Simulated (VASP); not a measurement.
The system is SiC3.

```
C Si
1.0
     0.00000   -2.01799   -2.01799
    -2.01799    0.00000   -2.01799
     2.01799    2.01799   -4.03598
C Si
3 1
Direct
  0.87500 0.87500 0.37500
  0.37500 0.37500 0.87500
  0.75000 0.75000 0.75000
  0.25000 0.25000 0.25000
```

The cell comes from a database or a generator and needn't be the stable form of this composition.

```yaml
Program: VASP 6.6.1
Task: relaxation of cell and atoms
Functional: PBEsol
Potentials_or_basis: VASP PAW PBE potentials, release 64 (C, Si)
Cutoff: 600 eV
k_mesh: 3 × 3 × 3
Occupations: gaussian, width 0.02 eV
Spin: no spin polarisation
```

At the start: pressure 4.8 GPa; volume 8.22 Å³/atom.

Task: How do energy, volume and symmetry change on relaxing?

Result: Over 12 steps the energy falls by 188.2 meV/atom and the volume is 8.11 Å³/atom (-1.3 %); space group R3m (No. 160, to 0.05 Å).

The path:
```
step  energy change (eV)  largest force (eV/Å)  pressure (GPa)  volume (Å³)
   1              0.0000                5.4402            4.76        32.87
   2             -0.1653                5.1657          -10.32        34.05
   3             -0.6106                2.0445           -8.09        33.47
   4             -0.4726                4.7808            9.75        31.89
   5             -0.7391                0.6995           -2.03        32.73
   6             -0.7459                0.6402            0.88        32.37
   7             -0.7523                0.1185           -0.37        32.52
   8             -0.7529                0.0342            0.03        32.44
   9             -0.7529                0.0281            0.02        32.45
  10             -0.7529                0.0260            0.00        32.45
  11             -0.7529                0.0173            0.02        32.45
  12             -0.7529                0.0064            0.01        32.45
```

Final structure:
```cif
data_structure
_symmetry_space_group_name_H-M 'P 1'
_symmetry_Int_Tables_number 1
_cell_length_a 2.8398
_cell_length_b 2.8398
_cell_length_c 4.9273
_cell_angle_alpha 73.252
_cell_angle_beta 73.252
_cell_angle_gamma 60.000
_cell_volume 32.45
loop_
_atom_site_label
_atom_site_type_symbol
_atom_site_fract_x
_atom_site_fract_y
_atom_site_fract_z
_atom_site_occupancy
C1 C 0.86359 0.86359 0.40924 1
C2 C 0.38386 0.38386 0.84841 1
C3 C 0.75407 0.75407 0.73779 1
Si1 Si 0.24848 0.24848 0.25456 1
```

Caveat: the k mesh is coarse (spacing up to 0.86 Å⁻¹), so the values aren't converged; the PAW data sets were made with another functional, which shifts forces and pressure a little.
